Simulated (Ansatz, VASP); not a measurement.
# Zn (Zinc) in two plane-wave programs, part 2 of 2

One calculation is typed for both programs; each brings its own data sets. How far apart do they land? The structure shown comes from an earlier Ansatz run, which isn't shown and may have moved the atoms alone.

VASP 6.6.1 and Ansatz 0.2.0.

So far: The structure; Ansatz: elastic constants, LDA.

## Step 3: VASP: elastic constants, LDA

Level of this step: LDA; plane waves and PAW (Zn) (VASP).

The same cell, functional (in two slightly different forms), mesh and smearing now go to VASP, with its own data sets.

Lines of VASP's logs that name or quote its potential files are left out, and so is its time.

File INCAR:

```
SYSTEM = Zn
PREC = Accurate
ENCUT = 500
EDIFF = 1E-08
NELM = 120
ISMEAR = -1
SIGMA = 1
LREAL = .FALSE.
ALGO = Normal
GGA = CA
NBANDS = 18
LORBIT = 11
LWAVE = .FALSE.
LCHARG = .FALSE.
ISIF = 3
IBRION = 6
NFREE = 2
POTIM = 0.015
NSW = 1
LASPH = .TRUE.
GGA_COMPAT = .FALSE.
KPAR = 2
```

File POSCAR:

```
Zn
1.0
    2.6713107538      0.0000000000      0.0000000000
   -1.3356553769      2.3134229742      0.0000000000
    0.0000000000      0.0000000000      4.5982623590
Zn
2
Direct
    0.3333333333      0.6666666667      0.2500000000
    0.6666666667      0.3333333333      0.7500000000
```

File KPOINTS:

```
Automatic mesh
0
Gamma
24 24 10
0 0 0
```

The projector-augmented-wave data sets are Zn (LDA family, release 64).

Command:

```console
> mpirun -np 2 vasp_std
```

Numbers of over 12 decimals in the logs are rounded to 6 here.

What it wrote:

```text
[banner, memory and clock lines left out]
running    2 mpi-ranks, on    1 nodes
 distrk:  each k-point on    1 cores,    2 groups
 distr:  one band on    1 cores,    1 groups

 POSCAR found type information on POSCAR Zn
 POSCAR found :  1 types and       2 ions
 LDA part: xc-table for (Slater(with rela. corr.)+CA(PZ))
 , standard interpolation
 POSCAR, INCAR and KPOINTS ok, starting setup
 FFT: planning ... GRIDC
 FFT: planning ... GRID_SOFT
 FFT: planning ... GRID
 WAVECAR not read
 entering main loop
       N       E                     dE             d eps       ncg     rms          rms(c)
DAV:   1     0.104691066452E+03    0.10469E+03   -0.12303E+04 13664   0.210E+03
DAV:   2    -0.667793433759E+00   -0.10536E+03   -0.10232E+03 13248   0.296E+02
DAV:   3    -0.489930531644E+01   -0.42315E+01   -0.42129E+01 14818   0.683E+01
DAV:   4    -0.492216248853E+01   -0.22857E-01   -0.22843E-01 14574   0.505E+00
DAV:   5    -0.492219402341E+01   -0.31535E-04   -0.31430E-04 14180   0.165E-01    0.507E+00
DAV:   6    -0.464891829713E+01    0.27328E+00   -0.11324E+00 14180   0.234E+01    0.370E+00
DAV:   7    -0.462815158787E+01    0.20767E-01   -0.54320E-02 16864   0.441E+00    0.187E+00
DAV:   8    -0.461912233089E+01    0.90293E-02   -0.32725E-03 17868   0.732E-01    0.575E-02
DAV:   9    -0.461907425042E+01    0.48080E-04   -0.22985E-04 17470   0.194E-01    0.296E-02
DAV:  10    -0.461907928569E+01   -0.50353E-05   -0.20929E-05 14196   0.388E-02    0.345E-03
DAV:  11    -0.461907919920E+01    0.86497E-07   -0.13435E-06 14348   0.186E-02    0.223E-03
DAV:  12    -0.461907918787E+01    0.11321E-07   -0.22077E-08 12540   0.223E-03    0.644E-04
DAV:  13    -0.461907918334E+01    0.45379E-08   -0.10854E-08  7138   0.187E-03
   1 F= -.46190792E+01 E0= -.36532242E+01  d E =-.193171E+01
[... from here on, the cycles between the ionic steps are left out ...]
   2 F= -.46186309E+01 E0= -.36387918E+01  d E =-.195968E+01
   3 F= -.46149595E+01 E0= -.36632530E+01  d E =-.190341E+01
   8 F= -.46186401E+01 E0= -.36527493E+01  d E =-.193178E+01
   9 F= -.46186401E+01 E0= -.36527498E+01  d E =-.193178E+01
  10 F= -.46188507E+01 E0= -.36529010E+01  d E =-.193190E+01
  11 F= -.46188507E+01 E0= -.36529020E+01  d E =-.193190E+01
  12 F= -.46188482E+01 E0= -.36529142E+01  d E =-.193187E+01
  13 F= -.46188482E+01 E0= -.36529154E+01  d E =-.193187E+01
  14 F= -.46190221E+01 E0= -.36531551E+01  d E =-.193173E+01
  15 F= -.46190221E+01 E0= -.36531560E+01  d E =-.193173E+01
  16 F= -.46187174E+01 E0= -.36528723E+01  d E =-.193169E+01
 Finite differences progress:
  Degree of freedom:   8/  8
  Displacement:        1/  2
  Total:              15/ 16
 bond charge predicted
       N       E                     dE             d eps       ncg     rms          rms(c)
DAV:   1    -0.461816060198E+01    0.55676E-03   -0.36644E+00 20822   0.145E+01    0.732E-02
DAV:   2    -0.461876815948E+01   -0.60756E-03   -0.67869E-03 20516   0.854E-01    0.413E-02
DAV:   3    -0.461872367154E+01    0.44488E-04   -0.55838E-05 22628   0.924E-02    0.136E-02
DAV:   4    -0.461871766527E+01    0.60063E-05   -0.10652E-05 21814   0.405E-02    0.219E-03
DAV:   5    -0.461871739942E+01    0.26585E-06   -0.73649E-07 21332   0.695E-03    0.939E-04
DAV:   6    -0.461871736775E+01    0.31671E-07   -0.47680E-08 19972   0.177E-03    0.221E-04
DAV:   7    -0.461871736686E+01    0.88994E-09   -0.37255E-09 11228   0.541E-04
  17 F= -.46187174E+01 E0= -.36528725E+01  d E =-.193169E+01
 Finite differences progress:
  Degree of freedom:   8/  8
  Displacement:        2/  2
  Total:              16/ 16
```

OUTCAR, selected parts (step 3):

```text
ion  position               nearest neighbor table
   1  0.333  0.667  0.250-   2 2.77   2 2.77   2 2.77   2 2.77   2 2.77   2 2.77
   2  0.667  0.333  0.750-   1 2.77   1 2.77   1 2.77   1 2.77   1 2.77   1 2.77

  LATTYP: Found a hexagonal cell.
 ALAT       =     2.6713107538
 C/A-ratio  =     1.7213505963

 Subroutine GETGRP returns: Found 24 space group operations
 (whereof 12 operations were pure point group operations)

The static configuration has the point symmetry D_3d.
 The point group associated with its full space group is D_6h.

 Found    366 irreducible k-points:

   k-points           NKPTS =    366   k-points in BZ     NKDIM =    366   number of bands    NBANDS=     18

   dimension x,y,z NGX =    20 NGY =   20 NGZ =   36
   dimension x,y,z NGXF=    40 NGYF=   40 NGZF=   72

   ENCUT  =  500.0 eV  36.75 Ry    6.06 a.u.   4.87  4.87  8.38*2*pi/ulx,y,z

   NELECT =      24.0000    total number of electrons

 k-points in reciprocal lattice and weights: Automatic mesh
   0.00000000  0.00000000  0.00000000       0.000
   0.04166667 -0.00000000  0.00000000       0.001
   0.08333333 -0.00000000  0.00000000       0.001
   0.12500000 -0.00000000  0.00000000       0.001
   0.16666667 -0.00000000  0.00000000       0.001
   0.20833333 -0.00000000  0.00000000       0.001
   0.25000000 -0.00000000  0.00000000       0.001
   0.29166667 -0.00000000  0.00000000       0.001
   0.33333333 -0.00000000  0.00000000       0.001
[...]
0.33333333  0.29166667  0.50000000       0.002
   0.33333333  0.33333333  0.50000000       0.000

 average (electrostatic) potential at core
       1 -37.6978       2 -37.6978

 E-fermi :   3.3429

 k-point     1 :       0.0000    0.0000    0.0000
  band No.  band energies     occupation
    ...
      9      -4.2074      1.99895
     10      -3.8725      1.99853
     11      -3.8725      1.99853
     12      -0.1512      1.94103
     13       1.2901      1.77246
     14      19.9819      0.00000
     15      19.9819      0.00000
     16      20.3555      0.00000
     17      21.8979      0.00000
     18      21.8979      0.00000

 k-point     2 :       0.0417   -0.0000    0.0000
  band No.  band energies     occupation
    ...
      9      -4.2132      1.99895
     10      -3.9043      1.99858
     11      -3.8708      1.99853
     12      -0.0654      1.93592
     13       1.3171      1.76694
     14      18.9738      0.00000
     15      19.4393      0.00000
     16      20.4056      0.00000
     17      21.0404      0.00000
     18      22.4594      0.00000

 k-point     3 :       0.0833   -0.0000    0.0000
  band No.  band energies     occupation
    ...
      9      -4.2300      1.99897
     10      -3.9870      1.99869
     11      -3.8662      1.99852
     12       0.1820      1.91867
     13       1.4002      1.74929
     14      17.1193      0.00000
     15      18.4885      0.00000
     16      20.4298      0.00000
     17      20.5445      0.00000
     18      23.2318      0.00000

  Total        0.1136148      0.1136148      0.0936699      0.0000000      0.0000000      0.0000000
  in kB        6.4057835      6.4057835      5.2812608      0.0000000      0.0000000      0.0000000
  external PRESSURE =       6.0309426 kB  Pullay stress =       0.0000000 kB

  energy-cutoff  :      500.00
  volume of cell :       28.42
      direct lattice vectors                 reciprocal lattice vectors
     2.671310754  0.000000000  0.000000000     0.374348061  0.216129954  0.000000000
    -1.335655377  2.313422974  0.000000000     0.000000000  0.432259907  0.000000000
     0.000000000  0.000000000  4.598262359     0.000000000  0.000000000  0.217473455

 POSITION                                       TOTAL-FORCE (eV/Angst)
 -----------------------------------------------------------------------------------
     -0.00000      1.54228      1.13457         0.000000      0.000000      0.049151
      1.33566      0.77114      3.44870        -0.000000      0.000000     -0.049151
 -----------------------------------------------------------------------------------
    total drift:                                0.000000     -0.000000     -0.000234

  FREE ENERGIE OF THE ION-ELECTRON SYSTEM (eV)
  ---------------------------------------------------
  free  energy   TOTEN  =        -4.6187173669 eV

  energy  without entropy=       -2.6870277031  energy(sigma->0) =       -3.65287253

  SYMMETRIZED ELASTIC MODULI (kBar)
 Direction    XX          YY          ZZ          XY          YZ          ZX
 --------------------------------------------------------------------------------
 XX        1134.5754    691.0243    704.6437      0.0000     -0.0000     -0.0000
 YY         691.0243   1134.5754    704.6437      0.0000     -0.0000      0.0000
 ZZ         704.6437    704.6437    761.9331     -0.0000      0.0000      0.0000
 XY          -0.0000      0.0000     -0.0000    221.7755      0.0000      0.0000
 YZ          -0.0000     -0.0000      0.0000      0.0000    116.3302      0.0000
 ZX           0.0000      0.0000      0.0000      0.0000      0.0000    116.3302
 --------------------------------------------------------------------------------

 Eigenvectors and eigenvalues of the dynamical matrix
 ----------------------------------------------------

   1 f  =    4.948872 THz    31.094683 2PiTHz  165.076616 cm-1    20.466883 meV
             X         Y         Z           dx          dy          dz
     -0.000000  1.542282  1.149566     0.000000    0.000000    0.707107
      1.335655  0.771141  3.448697     0.000000    0.000000   -0.707107

   2 f  =    1.976600 THz    12.419342 2PiTHz   65.932268 cm-1     8.174556 meV
             X         Y         Z           dx          dy          dz
     -0.000000  1.542282  1.149566     0.000007    0.707107   -0.000000
      1.335655  0.771141  3.448697    -0.000007   -0.707107    0.000000

   3 f  =    1.976600 THz    12.419342 2PiTHz   65.932268 cm-1     8.174556 meV
             X         Y         Z           dx          dy          dz
     -0.000000  1.542282  1.149566    -0.707107    0.000007   -0.000000
      1.335655  0.771141  3.448697     0.707107   -0.000007    0.000000

   4 f  =    0.000000 THz     0.000000 2PiTHz    0.000001 cm-1     0.000000 meV
             X         Y         Z           dx          dy          dz
     -0.000000  1.542282  1.149566    -0.569639    0.418941   -0.000000
      1.335655  0.771141  3.448697    -0.569639    0.418941    0.000000

   5 f  =    0.000000 THz     0.000000 2PiTHz    0.000000 cm-1     0.000000 meV
             X         Y         Z           dx          dy          dz
     -0.000000  1.542282  1.149566     0.000000    0.000000    0.707107
      1.335655  0.771141  3.448697     0.000000    0.000000    0.707107

   6 f/i=    0.000000 THz     0.000000 2PiTHz    0.000000 cm-1     0.000000 meV
             X         Y         Z           dx          dy          dz
     -0.000000  1.542282  1.149566     0.418941    0.569639   -0.000000
      1.335655  0.771141  3.448697     0.418941    0.569639    0.000000

 ELASTIC MODULI CONTR FROM IONIC RELAXATION (kBar)
 Direction    XX          YY          ZZ          XY          YZ          ZX
 --------------------------------------------------------------------------------
 XX         -20.0559     20.0559     -0.0000     -0.0000      0.0000      0.0000
 YY          20.0559    -20.0559      0.0000      0.0000      0.0000      0.0000
 ZZ          -0.0000      0.0000     -0.0000     -0.0000      0.0000      0.0000
 XY          -0.0000      0.0000     -0.0000    -20.0559      0.0000      0.0000
 YZ           0.0000      0.0000      0.0000      0.0000      0.0000      0.0000
 ZX           0.0000      0.0000      0.0000      0.0000      0.0000      0.0000
 --------------------------------------------------------------------------------

 TOTAL ELASTIC MODULI (kBar)
 Direction    XX          YY          ZZ          XY          YZ          ZX
 --------------------------------------------------------------------------------
 XX        1114.5195    711.0802    704.6437      0.0000     -0.0000     -0.0000
 YY         711.0802   1114.5195    704.6437      0.0000     -0.0000      0.0000
 ZZ         704.6437    704.6437    761.9331     -0.0000      0.0000      0.0000
 XY          -0.0000      0.0000     -0.0000    201.7197      0.0000      0.0000
 YZ          -0.0000     -0.0000      0.0000      0.0000    116.3302      0.0000
 ZX           0.0000      0.0000      0.0000      0.0000      0.0000    116.3302
 --------------------------------------------------------------------------------

 total charge
# of ion       s       p       d       tot
------------------------------------------
    1        0.619   0.478   9.726  10.823
    2        0.619   0.478   9.726  10.823
--------------------------------------------------
tot          1.238   0.956  19.453  21.647

[... 3 further parts left out ...]
```

Levels, forces or a CONTCAR printed for this step are those of its last displaced cell, not of the structure at rest.

## Step 4: Differences

Known differences besides the potentials themselves: the two LDA forms differ slightly; the cutoff is 420 eV in Ansatz and 500 eV in VASP; VASP's log shows a relativistic correction to its local exchange, Ansatz's none; VASP takes each elastic constant from one size of strain, Ansatz from those that its log lists. Total energies have different zeros and are not compared.

Compared:

```csv
quantity,Ansatz,VASP,difference
C11 (GPa),107.4,111.5,-3.61 %
C22 (GPa),107.4,111.5,-3.61 %
C33 (GPa),73.4,76.2,-3.62 %
C12 (GPa),70.7,71.1,-0.59 %
C13 (GPa),69.8,70.5,-1.00 %
C23 (GPa),69.8,70.5,-1.00 %
C44 (GPa),10.8,11.6,-7.00 %
C55 (GPa),10.8,11.6,-7.00 %
C66 (GPa),18.4,20.2,-8.93 %
```

## Step 5: Outcome

| Item | Value |
| --- | --- |
| difference in C66 (elastic constants, LDA) | -8.9 % |

What this shows: The difference in C66 is -8.9 % (elastic constants, LDA), beyond the 5 % picked in this series as the mark of a large difference. How closely two codes agree says nothing of how well the functional describes the real material.

[Lines on the potential files, build, host, timing and source positions are cut from VASP's logs without a mark.]

[Logs are printed without paths, hosts, clocks, repeated set-up lines and the standing remarks that a program may print on its own settings, such as how far it seeks lower states.]

[Hosts, paths, dates, database ids (printed as entryN), source tags and the programs' standing remarks are cut or masked in the printed files.]
